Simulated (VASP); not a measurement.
# SrTiO3 (Tausonite): how numerical settings change the zone-centre modes, part 2 of 2

Aim: test the modes of SrTiO3 (Tausonite) against the numerical settings. The starting structure is a measured crystal structure from the Crystallography Open Database.

VASP 6.6.1.

Results so far: reference T1u (3) 560.3 cm⁻¹.

### Step 3. Modes with a 3×3×3 mesh

Level of this step: LDA; plane waves and PAW (Sr_sv, Ti_sv, O) (VASP).

Against step 2 the input has a 3×3×3 mesh (also changed: KPAR).

Input file INCAR:

```
SYSTEM = SrTiO3
PREC = Accurate
ENCUT = 520
EDIFF = 1E-08
NELM = 100
ISMEAR = 0
SIGMA = 0.03
LREAL = .FALSE.
ALGO = Normal
GGA = CA
NBANDS = 26
LASPH = .TRUE.
LORBIT = 11
LWAVE = .FALSE.
LCHARG = .FALSE.
KPAR = 2
IBRION = 6
NFREE = 2
POTIM = 0.015
NSW = 1
ISIF = 2
```

Input file POSCAR:

```
SrTiO3
1.0
    3.8611251503      0.0000000000      0.0000000000
    0.0000000000      3.8611251503      0.0000000000
    0.0000000000      0.0000000000      3.8611251503
Sr Ti O
1 1 3
Direct
    0.5000000000      0.5000000000      0.5000000000
    0.0000000000      0.0000000000      0.0000000000
    0.0000000000      0.0000000000      0.5000000000
    0.0000000000      0.5000000000      0.0000000000
    0.5000000000      0.0000000000      0.0000000000
```

Input file KPOINTS:

```
Automatic mesh
0
Gamma
3 3 3
0 0 0
```

Potentials, in the order of the species: Sr_sv, Ti_sv and O (LDA family, release 64).

On the command line:

```bash
mpirun -np 16 vasp_std
```

Log:

```text
[banner, memory and clock lines left out]
running   16 mpi-ranks, on    1 nodes
[...]
[... a notice as in an earlier step ...]

 LDA part: xc-table for (Slater(with rela. corr.)+CA(PZ))
 , standard interpolation
|                                                                             |
|           W    W    AA    RRRRR   N    N  II  N    N   GGGG   !!!           |
|           W    W   A  A   R    R  NN   N  II  NN   N  G    G  !!!           |
|           W    W  A    A  R    R  N N  N  II  N N  N  G       !!!           |
|           W WW W  AAAAAA  RRRRR   N  N N  II  N  N N  G  GGG   !            |
|           WW  WW  A    A  R   R   N   NN  II  N   NN  G    G                |
|           W    W  A    A  R    R  N    N  II  N    N   GGGG   !!!           |
|                                                                             |
|     The number of bands has been changed from the values supplied in        |
|     The orbitals not found in the WAVECAR file will be initialized with     |
[...]
DAV:   1     0.382812770350E+03    0.38281E+03   -0.20075E+04   256   0.135E+03
DAV:   2    -0.187602638794E+02   -0.40157E+03   -0.37813E+03   288   0.402E+02
DAV:   3    -0.520998681795E+02   -0.33340E+02   -0.33036E+02   296   0.115E+02
DAV:   4    -0.540465042060E+02   -0.19466E+01   -0.19389E+01   400   0.214E+01
[...]
DAV:  15    -0.440657196922E+02    0.90249E-07   -0.49552E-07   320   0.573E-03    0.698E-03
DAV:  16    -0.440657192738E+02    0.41843E-06   -0.11327E-06   328   0.125E-02    0.591E-04
DAV:  17    -0.440657192798E+02   -0.59858E-08   -0.59158E-08   312   0.156E-03
   1 F= -.44065719E+02 E0= -.44065719E+02  d E =-.206540E-30
[... from here on, the cycles between the ionic steps are left out ...]
   2 F= -.44065282E+02 E0= -.44065282E+02  d E =-.289119E-17
   3 F= -.44065282E+02 E0= -.44065282E+02  d E =-.307575E-17
   4 F= -.44066127E+02 E0= -.44066127E+02  d E =-.163076E-17
   5 F= -.44066127E+02 E0= -.44066127E+02  d E =-.163167E-17
   6 F= -.44065470E+02 E0= -.44065470E+02  d E =-.191540E-17
   7 F= -.44065470E+02 E0= -.44065470E+02  d E =-.191509E-17
   8 F= -.44064366E+02 E0= -.44064366E+02  d E =-.206060E-16
   9 F= -.44064366E+02 E0= -.44064366E+02  d E =-.205508E-16
 Finite differences progress:
  Degree of freedom:   4/  4
  Displacement:        2/  2
  Total:               8/  8
```

Run time: 23 s. Hardware: 16 MPI ranks of Intel Xeon Platinum 8259CL at 2.50GHz (Skylake/Cascade Lake), shared host; peak memory 2.2 GiB; 4.6 min of CPU time.

Parts of OUTCAR (step 3):

```text
  Total        0.1480285      0.1480285      0.1609538      0.0000000     -0.0000000      0.0000000
  in kB        4.1201633      4.1201633      4.4799179      0.0000000     -0.0000000      0.0000000
  external PRESSURE =       4.2400815 kB  Pullay stress =       0.0000000 kB

 POSITION                                       TOTAL-FORCE (eV/Angst)
 -----------------------------------------------------------------------------------
      1.93056      1.93056      1.93056        -0.000000      0.000000     -0.017535
      0.00000      0.00000      0.00000         0.000000      0.000000      0.027307
      0.00000      0.00000      1.91556        -0.000000      0.000000      0.180529
      0.00000      1.93056      0.00000         0.000000      0.000000     -0.095151
      1.93056      0.00000      0.00000        -0.000000      0.000000     -0.095151
 -----------------------------------------------------------------------------------
    total drift:                               -0.000000     -0.000000      0.000221

  FREE ENERGIE OF THE ION-ELECTRON SYSTEM (eV)
  ---------------------------------------------------
  free  energy   TOTEN  =       -44.0643658187 eV

  energy  without entropy=      -44.0643658187  energy(sigma->0) =      -44.06436582

[... 1 part as in an earlier step ...]

[... 2 further parts left out ...]
[key lines of the parts left out:]
E-fermi :   4.0223
```

The last energy, forces and stress in OUTCAR belong to the last displaced cell, not to that of POSCAR.

With a 3×3×3 mesh the modes are T1u (3) 548.4, T1u (2) 156.0, T2u 131.7, T1u (1) -266.1 cm⁻¹; T1u (1), real with the reference, turns imaginary. Imaginary, given as negative numbers: T1u (1).

### Step 4. Modes with a cutoff of 400 eV

Against step 2 the input has ENCUT = 400.

Edit INCAR of step 3 so:

```diff
@@ -2,3 +2,3 @@
 PREC = Accurate
-ENCUT = 520
+ENCUT = 400
 EDIFF = 1E-08
@@ -15,3 +15,3 @@
 LCHARG = .FALSE.
-KPAR = 2
+KPAR = 16
 IBRION = 6
```

POSCAR is that of step 3.

Input file KPOINTS:

```
Automatic mesh
0
Gamma
6 6 6
0 0 0
```

On the command line:

```bash
mpirun -np 16 vasp_std
```

Log:

```text
[banner, memory and clock lines left out]
running   16 mpi-ranks, on    1 nodes
[...]
[... a notice as in an earlier step ...]

 LDA part: xc-table for (Slater(with rela. corr.)+CA(PZ))
 , standard interpolation
 POSCAR, INCAR and KPOINTS ok, starting setup
[...]
entering main loop
       N       E                     dE             d eps       ncg     rms          rms(c)
DAV:   1     0.366614705588E+03    0.36661E+03   -0.18305E+04  1040   0.138E+03
DAV:   2    -0.212241534107E+02   -0.38784E+03   -0.37780E+03  1268   0.411E+02
DAV:   3    -0.522459387038E+02   -0.31022E+02   -0.30919E+02  1220   0.122E+02
DAV:   4    -0.540055174667E+02   -0.17596E+01   -0.17577E+01  1764   0.239E+01
[...]
DAV:  17    -0.442344753981E+02   -0.30839E-07   -0.31545E-07  1604   0.562E-03    0.199E-03
DAV:  18    -0.442344753626E+02    0.35529E-07   -0.17005E-07  1240   0.620E-03    0.459E-04
DAV:  19    -0.442344753623E+02    0.26876E-09   -0.11221E-08   804   0.836E-04
   1 F= -.44234475E+02 E0= -.44234475E+02  d E =-.117833E-50
[... from here on, the cycles between the ionic steps are left out ...]
   2 F= -.44234035E+02 E0= -.44234035E+02  d E =-.956487E-51
   3 F= -.44234035E+02 E0= -.44234035E+02  d E =-.972448E-51
   4 F= -.44234116E+02 E0= -.44234116E+02  d E =-.944345E-51
   5 F= -.44234116E+02 E0= -.44234116E+02  d E =-.954356E-51
   6 F= -.44234022E+02 E0= -.44234022E+02  d E =-.134388E-50
   7 F= -.44234022E+02 E0= -.44234022E+02  d E =-.132228E-50
   8 F= -.44232934E+02 E0= -.44232934E+02  d E =-.118378E-50
   9 F= -.44232934E+02 E0= -.44232934E+02  d E =-.117554E-50
 Finite differences progress:
  Degree of freedom:   4/  4
  Displacement:        2/  2
  Total:               8/  8
```

Wall time 62 s (16 MPI ranks); peak memory 4.4 GiB.

From OUTCAR (step 4):

```text
  Total       -1.8065538     -1.8065538     -1.7929566      0.0000000      0.0000000     -0.0000000
  in kB      -50.2828455    -50.2828455    -49.9043856      0.0000000      0.0000000     -0.0000000
  external PRESSURE =     -50.1566922 kB  Pullay stress =       0.0000000 kB

 POSITION                                       TOTAL-FORCE (eV/Angst)
 -----------------------------------------------------------------------------------
      1.93056      1.93056      1.93056        -0.000000      0.000000     -0.018207
      0.00000      0.00000      0.00000         0.000000      0.000000     -0.014839
      0.00000      0.00000      1.91556        -0.000000      0.000000      0.205673
      0.00000      1.93056      0.00000        -0.000000      0.000000     -0.086313
      1.93056      0.00000      0.00000        -0.000000      0.000000     -0.086313
 -----------------------------------------------------------------------------------
    total drift:                               -0.000002      0.000000     -0.000148

  FREE ENERGIE OF THE ION-ELECTRON SYSTEM (eV)
  ---------------------------------------------------
  free  energy   TOTEN  =       -44.2329338246 eV

  energy  without entropy=      -44.2329338246  energy(sigma->0) =      -44.23293382

[... 1 part as in an earlier step ...]

[... 2 further parts left out ...]
[key lines of the parts left out:]
E-fermi :   4.4630
```

With a cutoff of 400 eV the modes are T1u (3) 562.5, T2u 228.9, T1u (2) 171.0, T1u (1) 46.2 cm⁻¹; the largest shift is -6.4 cm⁻¹, in T1u (1), from the reference.

### Step 5. Modes with an 8×8×8 mesh

Against step 2 the input has an 8×8×8 mesh.

Edit INCAR of step 4 so:

```diff
@@ -2,3 +2,3 @@
 PREC = Accurate
-ENCUT = 400
+ENCUT = 520
 EDIFF = 1E-08
```

POSCAR is that of step 4.

Input file KPOINTS:

```
Automatic mesh
0
Gamma
8 8 8
0 0 0
```

On the command line:

```bash
mpirun -np 16 vasp_std
```

Log:

```text
[... set-up lines as in an earlier step ...]
 entering main loop
       N       E                     dE             d eps       ncg     rms          rms(c)
DAV:   1     0.430271036167E+03    0.43027E+03   -0.21154E+04  1820   0.168E+03
DAV:   2    -0.118393696868E+02   -0.44211E+03   -0.42813E+03  2182   0.459E+02
DAV:   3    -0.518160081728E+02   -0.39977E+02   -0.39732E+02  2120   0.139E+02
DAV:   4    -0.540355978815E+02   -0.22196E+01   -0.22167E+01  3086   0.282E+01
[...]
DAV:  17    -0.441776825343E+02   -0.29497E-07   -0.24070E-07  2800   0.439E-03    0.973E-04
DAV:  18    -0.441776825195E+02    0.14751E-07   -0.67194E-08  2148   0.357E-03    0.241E-04
DAV:  19    -0.441776825197E+02   -0.18599E-09   -0.27070E-09  1256   0.422E-04
   1 F= -.44177683E+02 E0= -.44177683E+02  d E =-.217783E-28
[... from here on, the cycles between the ionic steps are left out ...]
   2 F= -.44177242E+02 E0= -.44177242E+02  d E =-.166462E-28
   3 F= -.44177242E+02 E0= -.44177242E+02  d E =-.167543E-28
   4 F= -.44177296E+02 E0= -.44177296E+02  d E =-.166239E-28
   5 F= -.44177296E+02 E0= -.44177296E+02  d E =-.167323E-28
   6 F= -.44177236E+02 E0= -.44177236E+02  d E =-.209198E-28
   7 F= -.44177236E+02 E0= -.44177236E+02  d E =-.207742E-28
   8 F= -.44176140E+02 E0= -.44176140E+02  d E =-.198538E-28
   9 F= -.44176140E+02 E0= -.44176140E+02  d E =-.197452E-28
 Finite differences progress:
  Degree of freedom:   4/  4
  Displacement:        2/  2
  Total:               8/  8
```

The job ended after 1.7 min (16 MPI ranks; peak memory 6.7 GiB).

From OUTCAR (step 5):

```text
  Total        0.0112172      0.0112172      0.0247606      0.0000000     -0.0000000      0.0000000
  in kB        0.3122134      0.3122134      0.6891773      0.0000000     -0.0000000      0.0000000
  external PRESSURE =       0.4378681 kB  Pullay stress =       0.0000000 kB

 POSITION                                       TOTAL-FORCE (eV/Angst)
 -----------------------------------------------------------------------------------
      1.93056      1.93056      1.93056         0.000000      0.000000     -0.018283
      0.00000      0.00000      0.00000        -0.000000      0.000000     -0.017898
      0.00000      0.00000      1.91556         0.000000      0.000000      0.205679
      0.00000      1.93056      0.00000         0.000000      0.000000     -0.084749
      1.93056      0.00000      0.00000         0.000000      0.000000     -0.084749
 -----------------------------------------------------------------------------------
    total drift:                               -0.000002     -0.000000      0.000202

  FREE ENERGIE OF THE ION-ELECTRON SYSTEM (eV)
  ---------------------------------------------------
  free  energy   TOTEN  =       -44.1761400188 eV

  energy  without entropy=      -44.1761400188  energy(sigma->0) =      -44.17614002

[... 1 part as in an earlier step ...]

[... 2 further parts left out ...]
[key lines of the parts left out:]
E-fermi :   4.3903
```

With an 8×8×8 mesh the modes are T1u (3) 560.4, T2u 226.8, T1u (2) 172.8, T1u (1) 64.5 cm⁻¹; the largest shift is +11.9 cm⁻¹, in T1u (1), from the reference.

### Step 6. Comparison

```
               run  T1u (3)    T2u  T1u (2)  T1u (1)  imaginary modes, each partner counted  core minutes
         reference    560.3  225.1    171.5     52.6                                      0          16.5
      a 3×3×3 mesh    548.4  131.7    156.0   -266.1                                      3          6.13
a cutoff of 400 eV    562.5  228.9    171.0     46.2                                      0          16.5
     an 8×8×8 mesh    560.4  226.8    172.8     64.5                                      0          27.7
```

Modes are in cm⁻¹, degenerate ones as one, matched between runs by symmetry and order. A number in brackets counts the listed modes of one symmetry from the lowest. The symmetry labels come from an automatic analysis and can be wrong where levels nearly coincide. Core minutes are wall time times ranks of the run shown, on a shared host.

### Step 7. Summary of results

| Property | Result |
| --- | --- |
| T1u (3), reference | 560.3 cm⁻¹ |
| T1u (1), reference | 52.6 cm⁻¹ |
| T1u (3), a 3×3×3 mesh | 548.4 cm⁻¹ |
| T1u (1), a 3×3×3 mesh | -266.1 cm⁻¹ |
| T1u (3), a cutoff of 400 eV | 562.5 cm⁻¹ |
| T1u (1), a cutoff of 400 eV | 46.2 cm⁻¹ |
| T1u (3), an 8×8×8 mesh | 560.4 cm⁻¹ |
| T1u (1), an 8×8×8 mesh | 64.5 cm⁻¹ |

What this shows: The largest change comes with a 3×3×3 mesh: T1u (1) turns imaginary. On finer settings the modes change by up to +11.9 cm⁻¹ in T1u (1) with an 8×8×8 mesh. So the reference isn't converged for T1u (1). Imaginary modes appear with a 3×3×3 mesh but not with reference, a cutoff of 400 eV and an 8×8×8 mesh, so they hang on the settings and say nothing certain on the cell. Other changes move the modes by more: T1u (1) turns imaginary with a 3×3×3 mesh. The frequencies are harmonic, and the splitting of polar modes by their long-range field is left out. Further runs on this material are not shown.

[Lines on the potential files, build, host, timing and source positions are cut from VASP's logs without a mark.]

[Logs are printed without paths, hosts, clocks, repeated set-up lines and the standing remarks that a program may print on its own settings, such as how far it seeks lower states.]

[Hosts, paths, dates, database ids (printed as entryN), source tags and the programs' standing remarks are cut or masked in the printed files.]
